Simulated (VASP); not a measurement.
## As: relaxation of cell and atoms with LDA

As:

```
CELL_PARAMETERS angstrom
1.88080 1.08588 3.51406
-1.88080 1.08588 3.51406
0.00000 -2.17176 3.51406
ATOMIC_POSITIONS crystal
As 0.77400 0.77400 0.77400
As 0.22600 0.22600 0.22600
```

```yaml
Program: VASP 6.6.1
Task: relaxation of cell and atoms
Functional: LDA
Potentials_or_basis: VASP PAW LDA potentials, release 64 (As)
Cutoff: 600 eV
k_mesh: 12 × 12 × 12
Occupations: methfessel-paxton, width 0.1 eV
Spin: no spin polarisation
Further_INCAR_settings: ALGO = Normal; EDIFF = 1e-06; IBRION = 2; EDIFFG = -0.01; NSW = 90; ISIF = 3
```

The relaxed volume is 20.42 Å³/atom. The relaxed cell is a = 3.971 Å, b = 3.971 Å, c = 3.971 Å, α = 56.65°, β = 56.65°, γ = 56.65° and the space group after relaxing (to 0.05 Å) is R-3m (No. 166). The energy gained by relaxing is 14.9 meV/atom, the ionic steps are 12 and the pressure after relaxing is 0.0 GPa. The band gap on the k mesh is none (metal or under the smearing width).

The path:
| step | energy change (eV) | largest force (eV/Å) | pressure (GPa) | volume (Å³) |
| --- | --- | --- | --- | --- |
| 1 | 0.0000 | 0.3350 | -0.88 | 43.06 |
| 2 | -0.0126 | 0.1889 | -0.46 | 42.33 |
| 3 | -0.0198 | 0.0275 | 0.38 | 41.19 |
| 4 | -0.0271 | 0.0890 | -0.18 | 41.07 |
| 5 | -0.0287 | 0.1174 | -0.51 | 40.99 |
| 6 | -0.0282 | 0.0854 | 0.87 | 40.39 |
| 7 | -0.0296 | 0.0268 | 0.09 | 40.72 |
| 8 | -0.0297 | 0.0117 | -0.02 | 40.81 |
| 9 | -0.0297 | 0.0093 | -0.04 | 40.82 |
| 10 | -0.0297 | 0.0073 | 0.05 | 40.81 |
| 11 | -0.0297 | 0.0040 | 0.04 | 40.81 |
| 12 | -0.0297 | 0.0012 | 0.00 | 40.84 |

Final structure:
```yaml
crystal:
  lattice:
    - [1.88400, 1.08773, 3.32157]
    - [-1.88400, 1.08773, 3.32157]
    - [0.00000, -2.17545, 3.32157]
  atoms:
    - { symbol: As, position: [0.76909, 0.76909, 0.76909] }
    - { symbol: As, position: [0.23091, 0.23091, 0.23091] }
```

Levels at points of the mesh, in eV from the Fermi level:
```
           k point  band 1  band 2  band 3  band 4  band 5  band 6  band 7  band 8  band 9
(0.00, 0.00, 0.00)  -15.33   -5.52   -2.39   -2.14   -2.14    2.17    3.16    3.16    6.41
(0.50, 0.00, 0.00)  -12.42  -11.44   -2.59   -2.36   -0.36   -0.30    0.23    0.79    9.48
(0.50, 0.50, 0.00)  -12.37   -9.58   -6.50   -4.46   -4.41    1.53    5.79    6.73    7.83
(0.50, 0.50, 0.50)  -13.54  -10.54   -1.76   -1.76   -0.71    0.26    0.26    1.52    8.55
```

Wall time 6.3 min on 1 thread of Intel(R) Xeon(R) Platinum 8488C (Sapphire Rapids) (shared host), peak memory 0.23 GiB.

LDA usually gives volumes a few per cent too small. Zero-point motion and thermal expansion aren't in these numbers.
